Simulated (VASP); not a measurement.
```yaml
crystal:
  lattice:
    - [4.15171, 0.00000, 0.00000]
    - [-2.07586, 3.59549, 0.00000]
    - [0.00000, 0.00000, 3.72920]
  atoms:
    - { symbol: Tb, position: [0.00000, 0.00000, 0.00000] }
    - { symbol: Cu, position: [0.33333, 0.66667, 0.50000] }
    - { symbol: Ge, position: [0.66667, 0.33333, 0.50000] }
```

Computed with PBEsol GGA, VASP's PBE PAW potentials (set 64) (plane waves; VASP). Run with 400 eV cut-off, 10×10×9 Γ-centred mesh, tetrahedra with Blöchl corrections, potentials Tb_3 Cu Ge_d.

The 4f electrons are frozen in the core of the lanthanide potential, so 4f levels, which can set the real gap, and their magnetism are missing.

Question: What does the run give for the energy per atom (σ→0), band gap (on the k-mesh) with the smallest direct gap where there is one?

Answer: 
```yaml
band gap (on the k-mesh): none (metal, semimetal or under 0.01 eV)
energy per atom (σ→0): -5.432 eV/atom
```

Total energies compare only between runs with the same potentials, cut-off and functional.

The structure comes from a computed database's TbCuGe entry (P-6m2); how it stands against other phases isn't given here. It was relaxed first.
